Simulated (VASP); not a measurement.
Runs of VASP 6.6.1 on CuB. It takes space group Pm-3m (No. 221, cubic). The conventional cell has a = 4.061 Å, b = 4.061 Å, c = 4.061 Å, α = 90.00°, β = 90.00°, γ = 90.00°. Cu (site symmetry 4/mmm) is surrounded by 4 B at 2.03 Å. B (site symmetry 4/mmm) has 4 Cu at 2.03 Å as nearest neighbours. The cell was built by a generator and needn't be a form met in nature.

```tsv
task	level	cell	cutoff (eV)	smearing	gap on the mesh (eV)	pressure (GPa)
single point	PBE	as given	520	fermi-dirac 0.05 eV	none	(a)
relaxation of the atoms	RPBE	atoms relaxed	520	gaussian 0.05 eV	none	3.7
relaxation of cell and atoms	PBE	relaxed	600	gaussian 0.05 eV	none	-0.1
single point	PBEsol+rVV10	as given	520	gaussian 0.05 eV	none	-5.6
```

Alike in all rows: potentials or basis VASP PAW PBE potentials, release 64 (Cu, B); no spin polarisation; k mesh 7 × 7 × 7.

Question: Fill in the values left out.

Answer: (a) 0.2.

Caveats: the PAW data sets were made with another functional, which shifts forces and pressure a little (some runs).

A k mesh can miss the band edges.

A gap of «none» marks a metal or a gap under the smearing width.

Not every run made on this cell is shown here.
